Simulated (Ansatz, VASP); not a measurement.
## Ti2CO2 in two plane-wave programs

One calculation is typed for both programs; each brings its own data sets. How far apart do they land? The structure shown is the start of the Ansatz relaxation below; VASP solves that cell, so the two are compared at the walk's first step.

Program: Ansatz 0.2.0. Level of theory: plane waves, with VASP 6.6.1 beside it; single point at PBEsol with D3(BJ). Results are calculated unless marked as measured.

## (1) The starting structure

The cell holds 10 atoms: 2 C, 4 Ti and 4 O. Its edges and angles: a = 3.030 Å, b = 3.030 Å, c = 50.600 Å, α = 90.0°, β = 90.0°, γ = 120.0°. Vacuum lies along c.

## (2) Ansatz: relaxation, PBEsol with D3(BJ)

Ansatz runs on its PAW soft_1 files.

The two programs are compared at the cell with which this relaxation starts, whose forces are those of its first step.

File input.yaml:

```yaml
crystal:
  lattice:
    - [3.03, 0.0, 0.0]
    - [-1.515, 2.6240569735, 0.0]
    - [0.0, 0.0, 50.6]
  atoms:
    - { symbol: C, position: [0.0, 0.0, 0.4288537549] }
    - { symbol: Ti, position: [0.3333333333, 0.6666666667, 0.4545454545] }
    - { symbol: Ti, position: [0.6666666667, 0.3333333333, 0.4031620553] }
    - { symbol: O, position: [0.6666666667, 0.3333333333, 0.4733201581] }
    - { symbol: O, position: [0.3333333333, 0.6666666667, 0.3843873518] }
    - { symbol: C, position: [0.3333333333, 0.6666666667, 0.5711462451] }
    - { symbol: Ti, position: [0.6666666667, 0.3333333333, 0.5968379447] }
    - { symbol: Ti, position: [0.0, 0.0, 0.5454545455] }
    - { symbol: O, position: [0.0, 0.0, 0.6156126482] }
    - { symbol: O, position: [0.6666666667, 0.3333333333, 0.5266798419] }
  periodic: [true, true, false]
kpoints:
  mp_grid: { grid: [9, 9, 1] }
hamiltonian:
  xc: pbesol
  dispersion: d3bj
  pseudopotentials: { kind: paw, azcp: { folder: soft_1 }, xc_functional: pbe }
scf:
  occupations: { method: fermi_dirac, width: 0.02 }
relax:
  f_tol: 0.01
  max_steps: 100
  cell: {}
```

Run with:

```sh
$ ansatz run input.yaml --threads 4 --pin off --max-ram 17510MiB --backend cpu --events-out ev --progress --plain --runs-dir out
```

Numbers of over 12 decimals in the logs are rounded to 6 here.

The log of the run:

```text
Engine: ansatz 0.2.0, aarch64-unknown-linux-gnu
Pseudopotentials: kind: paw
Pseudopotential: C, paw, valence charge 4, recommended cutoff 420 eV (normal), soft_1/C.paw.azcp
Pseudopotential: Ti, paw, valence charge 12, recommended cutoff 420 eV (normal), soft_1/Ti.paw.azcp
Pseudopotential: O, paw, valence charge 6, recommended cutoff 420 eV (normal), soft_1/O.paw.azcp
Functional definition: PBEsol
  exchange = pbesol_x
  correlation = pbesol_c
Crystal: 10 atoms, lattice volume = 402.315 Å³
Basis set: ecut = 420 eV, 7777 PW (Γ), exchange–correlation on 48×48×720 points (8 copies of the dense FFT grid, shifted against one another)
Bands: 50, of which v1, the nominal top of the filled ones, is band 40 counted from 1 (39 counted from 0)
Symmetry: 12 space group operations
Space group: P-3m1 (ITA 164), of the structure as read, at distance tolerance 7.4e-5 Å
k-points: 12 of 81
Non-local potential: C, projectors of the file, l = 0: 2, l = 1: 2, l = 2: 1
Non-local potential: Ti, projectors of the file, l = 0: 3, l = 1: 2, l = 2: 3, l = 3: 1
Non-local potential: O, projectors of the file, l = 0: 2, l = 1: 2, l = 2: 1
PAW form: soft (Blöchl's): semilocal exchange-correlation on the pseudo side does not see the compensation charge
PAW frozen core: C, regenerated for the run's functional, and the local potential with it (the file was generated under x = pbe(κ = 0.804, μ = 0.219515), c = pbe(β = 0.066725))
PAW frozen core: Ti, regenerated for the run's functional, and the local potential with it (the file was generated under x = pbe(κ = 0.804, μ = 0.219515), c = pbe(β = 0.066725))
PAW frozen core: O, regenerated for the run's functional, and the local potential with it (the file was generated under x = pbe(κ = 0.804, μ = 0.219515), c = pbe(β = 0.066725))
PAW one-centre angular grid: C, 110 points (default); XC on 64 Gauss nodes
PAW one-centre angular grid: Ti, 590 points (default); XC on 64 Gauss nodes
PAW one-centre angular grid: O, 110 points (default); XC on 64 Gauss nodes
Initial density: superposition of atomic densities (neutral atoms: chi_scale 0, normalization atom)
Initial wavefunctions: pseudopotential atomic-orbital guess
Functional: x = pbesol(κ = 0.804, μ = 0.123457), c = pbesol(β = 0.046)
SCF iter   1: F=—  HF=-12658.475631 eV  |F-HF|=—  |Δ(HF+E_count)|=         —  Δρ=1.08e-1  dr2=5.71e1  ethr=3.10e-3  ⟨swp⟩=9.2  Hψ=3369  notcnv=0
preconditioner: auto → Resta (q_TF=auto, 2.084 Å⁻¹)  ε∞=2.4  [insulator: Δε(μ)=2.647 eV  Ē_g=10.955 eV  σ=0.020 eV  W_gap=1.00  n_scr=32 (ndim 8)  ℏωp=12.8 eV  f_vac=0.704  D(μ)=0.00/eV (n_scr^D=0)  ε∞_Penn≈2.4  vacuum switching on, ρ_ref=8.7e-3 e/Å³]
SCF iter   2: F=—  HF=-12652.315502 eV  |F-HF|=—  |Δ(HF+E_count)|=    6.16e0  Δρ=1.16e-1  dr2=6.00e1  ethr=3.10e-3  ⟨swp⟩=5.9  Hψ=2058  notcnv=0  defer=43
preconditioner: auto → LDOS  [metal: Δε(μ)=0.011 eV  Ē_g=7.259 eV  σ=0.020 eV  W_gap=0.13  n_scr=32 (ndim 8)  ℏωp=12.8 eV  f_vac=0.707  D(μ)=4.39/eV (n_scr^D=22)  β→1.0]
SCF iter   3: F=—  HF=-12645.829097 eV  |F-HF|=—  |Δ(HF+E_count)|=    6.49e0  Δρ=2.35e-2  dr2=3.01e0  ethr=3.10e-3  ⟨swp⟩=4.9  Hψ=1850  notcnv=0  defer=37
SCF iter   4: F=—  HF=-12645.302784 eV  |F-HF|=—  |Δ(HF+E_count)|=   5.26e-1  Δρ=9.29e-3  dr2=4.49e-1  ethr=3.10e-3  ⟨swp⟩=3.0  Hψ=1106  notcnv=0  defer=46
SCF iter   5: F=—  HF=-12645.302750 eV  |F-HF|=—  |Δ(HF+E_count)|=   3.44e-5  Δρ=6.97e-3  dr2=2.56e-1  ethr=5.61e-4  ⟨swp⟩=3.9  Hψ=1415  notcnv=0  defer=48
SCF iter   6: F=—  HF=-12645.261677 eV  |F-HF|=—  |Δ(HF+E_count)|=   4.11e-2  Δρ=3.62e-3  dr2=5.62e-2  ethr=3.20e-4  ⟨swp⟩=3.1  Hψ=1022  notcnv=0  defer=42
SCF iter   7: F=—  HF=-12645.252529 eV  |F-HF|=—  |Δ(HF+E_count)|=   9.15e-3  Δρ=1.13e-3  dr2=6.61e-3  ethr=7.02e-5  ⟨swp⟩=3.7  Hψ=1346  notcnv=0  defer=42
SCF iter   8: F=—  HF=-12645.251582 eV  |F-HF|=—  |Δ(HF+E_count)|=   9.47e-4  Δρ=4.42e-4  dr2=5.58e-4  ethr=8.26e-6  ⟨swp⟩=3.2  Hψ=1211  notcnv=0  defer=42
SCF iter   9: F=—  HF=-12645.251390 eV  |F-HF|=—  |Δ(HF+E_count)|=   1.92e-4  Δρ=1.61e-4  dr2=5.42e-5  ethr=6.97e-7  ⟨swp⟩=3.9  Hψ=1497  notcnv=0  defer=42
SCF iter  10: F=—  HF=-12645.251422 eV  |F-HF|=—  |Δ(HF+E_count)|=   3.24e-5  Δρ=5.05e-5  dr2=8.37e-6  ethr=6.77e-8  ⟨swp⟩=2.8  Hψ=1233  notcnv=0  defer=42
SCF iter  11: F=—  HF=-12645.251421 eV  |F-HF|=—  |Δ(HF+E_count)|=   1.64e-6  Δρ=9.07e-6  dr2=4.35e-7  ethr=1.05e-8  ⟨swp⟩=3.8  Hψ=1446  notcnv=0  defer=42
SCF iter  12: F=-12645.251421 eV  HF=-12645.251421 eV  |F-HF|=1.80e-8  |Δ(HF+E_count)|=   2.64e-7  Δρ=3.28e-6  dr2=9.78e-8  ethr=1.25e-10  ⟨swp⟩=7.2  Hψ=2752  notcnv=0
SCF 1 converged in 12 iterations: F = -12645.251421 eV  dr2 = 9.78e-8
  greatest PAW one-centre occupation: 0.998 electrons in one spin orbital (limit 2), on the Ti atom at site 6 (counted from 0), in its partial waves of l = 0
[...]
SCF iter   7: F=—  HF=-12645.492303 eV  |F-HF|=—  |Δ(HF+E_count)|=  9.31e-10  Δρ=5.57e-7  dr2=1.65e-9  ethr=1.12e-11  ⟨swp⟩=3.0  Hψ=879  notcnv=0
SCF iter   8: F=—  HF=-12645.492303 eV  |F-HF|=—  |Δ(HF+E_count)|=  5.46e-12  Δρ=3.85e-7  dr2=1.05e-9  ethr=2.06e-12  ⟨swp⟩=3.0  Hψ=1267  notcnv=0
SCF iter   9: F=—  HF=-12645.492303 eV  |F-HF|=—  |Δ(HF+E_count)|=  1.82e-11  Δρ=1.83e-7  dr2=2.11e-10  ethr=1.31e-12  ⟨swp⟩=2.7  Hψ=898  notcnv=0
SCF iter  10: F=—  HF=-12645.492303 eV  |F-HF|=—  |Δ(HF+E_count)|=  1.02e-10  Δρ=7.72e-8  dr2=3.02e-11  ethr=1.00e-12  ⟨swp⟩=1.3  Hψ=658  notcnv=0
SCF iter  11: F=-12645.492303 eV  HF=-12645.492303 eV  |F-HF|=5.82e-11  |Δ(HF+E_count)|=  1.60e-10  Δρ=2.00e-8  dr2=1.66e-12  ethr=1.00e-12  ⟨swp⟩=9.2  Hψ=3574  notcnv=0
SCF 6 converged in 11 iterations: F = -12645.492303 eV  dr2 = 1.66e-12
relax step   6: F+E_penalty+E_count = -12645.49230347 eV  Δ(F+E_penalty+E_count) = +6.066e-3 eV  max|allowed force component| = 9.062e-3 eV/Å  Δτ_max = 0.0000 Å  P = -0.169 N/m  Ω = 390.031 Å³  fix = [c, alpha, beta]  reactions: c -0.000 N/m  stress off target by 1.69e-1 N/m on what of the cell is left free  SCF on the basis re-selected at this cell (its energy is not comparable with the rows above)  (11 SCF iters)
[...]
relax step   7: F+E_penalty+E_count = -12645.49244040 eV  Δ(F+E_penalty+E_count) = -1.369e-4 eV  max|allowed force component| = 8.886e-4 eV/Å  Δτ_max = 0.0012 Å  P = +0.006 N/m  Ω = 389.844 Å³  energy of the carried Pulay correction = +1.106e-4 eV  fix = [c, alpha, beta]  reactions: c +0.000 N/m  (6 SCF iters, dr2 threshold 1.52e-8 eV, accepted)
[...]
relax step   8: F+E_penalty+E_count = -12645.49231595 eV  Δ(F+E_penalty+E_count) = +1.245e-4 eV  max|allowed force component| = 8.743e-4 eV/Å  Δτ_max = 0.0000 Å  P = +0.005 N/m  Ω = 389.844 Å³  fix = [c, alpha, beta]  reactions: c +0.000 N/m  stress off target by 4.52e-3 N/m on what of the cell is left free  SCF on the basis re-selected at this cell (its energy is not comparable with the rows above)  (7 SCF iters)
basis re-selected at this cell: Δ(F+E_penalty+E_count) = +1.245e-4 eV, ΔP = -0.001 N/m vs the last step (what re-selecting the basis moved, of the pressure what is left beyond the Pulay correction that the steps carried, after the strain that the cell walked since its last selection, with what the two solves' SCF thresholds leave and, on support functions, any second-order correction that the steps lacked; it is no m [...]
SCF converged after 7 iterations
Free energy (F): -12645.492316 eV
Harris-Foulkes:  -12645.492316 eV  (|F-HF|=4.11e-10)
Internal energy: -12645.492222 eV  (E = F + TS)
E sigma→0 (E₀):  -12645.492269 eV
Entropy (-TS):   -0.000094 eV (-0.009 meV/atom)
Fermi energy:    -5.711088 eV
--- Per-component energies (eV) ---
  E_band       = -2071.243197
  E_kinetic    = 1967.956461
  E_local      = -615143.334586  (includes V_loc(G=0)·N_el)
  E_nonlocal   = 496.968602
  E_hartree    = 306272.207807
  E_xc         = -842.835203
  E_vxc        = -1065.903775  (∫ρ·V_xc dr)
  E_paw        = -4881.667725  (= ΣΔE_a)
  E_vpaw       = -871.349994  (= ΣTr[D̂ρ^β])
  E_aug_tail   = 0.002872  (compensation charges beyond the density's cutoff)
  E_ewald      = 299486.714485
  E_disp       = -2.245826  (pairwise vdW)
  E_core_change = 0.740891  (= ΣΔE_core)
  E_smearing   = -0.000094  (= −TS)
  E_closure    = 0.000000  (closes the sum)
  Σ components = -12645.492316   (vs F -12645.492316, Δ=0.00e0)
--- Forces (eV/Å), atoms counted from 1 ---
  atom   1  C     -0.00000000     0.00000000     0.00000359
  atom   2  Ti    -0.00000000    -0.00000000    -0.00006754
  atom   3  Ti     0.00000000     0.00000000     0.00031552
  atom   4  O      0.00000000    -0.00000000     0.00071719
  atom   5  O     -0.00000000     0.00000000    -0.00087433
  atom   6  C      0.00000000     0.00000000    -0.00000359
  atom   7  Ti    -0.00000000    -0.00000000    -0.00031552
  atom   8  Ti     0.00000000     0.00000000     0.00006754
  atom   9  O      0.00000000    -0.00000000     0.00087433
  atom  10  O      0.00000000     0.00000000    -0.00071719
  max |Σ_I F_I| component: 2.31e-18 eV/Å
--- 2D stress c σ (N/m, compression-positive) ---
        0.004525      -0.000000      -0.000000
       -0.000000       0.004525      -0.000000
       -0.000000      -0.000000       0.000000
  P = ½ c Tr σ = 0.0045 N/m
--- Relaxed structure (6 steps of the walk, 6 accepted, 2 SCFs on fresh bases) ---
  F+E_penalty+E_count = -12645.49231595 eV   max|allowed force component| = 8.743e-4 eV/Å   (the final SCF, on the basis selected at the relaxed cell)
  cell:  # Å, volume = 389.8443 Å³
    - [2.982669, 0.0, 0]
    - [-1.491334, 2.583067, 0]
    - [0, 0, 50.6]
  atoms:
    - { symbol: C, position: [5.921189466277703e-18, 1.1102230246493903e-17, 0.429018] }
    - { symbol: Ti, position: [0.333333, 0.666667, 0.454548] }
    - { symbol: Ti, position: [0.666667, 0.333333, 0.403482] }
    - { symbol: O, position: [0.666667, 0.333333, 0.472423] }
    - { symbol: O, position: [0.333333, 0.666667, 0.385504] }
    - { symbol: C, position: [0.333333, 0.666667, 0.570982] }
    - { symbol: Ti, position: [0.666667, 0.333333, 0.596518] }
    - { symbol: Ti, position: [5.921189466277705e-18, 1.1102230246493905e-17, 0.545452] }
    - { symbol: O, position: [5.9211894662777065e-18, 1.1102230246493908e-17, 0.614496] }
    - { symbol: O, position: [0.666667, 0.333333, 0.527577] }
```

The column dr2 measures how far the density is from self-consistency, as an energy; F and HF (Harris–Foulkes) agree once it is small.

[end of part 1 of 3]

[Lines on the potential files, build, host, timing and source positions are cut from VASP's logs without a mark.]

[Logs are printed without paths, hosts, clocks, repeated set-up lines and the standing remarks that a program may print on its own settings, such as how far it seeks lower states.]

[Hosts, paths, dates, database ids (printed as entryN), source tags and the programs' standing remarks are cut or masked in the printed files.]
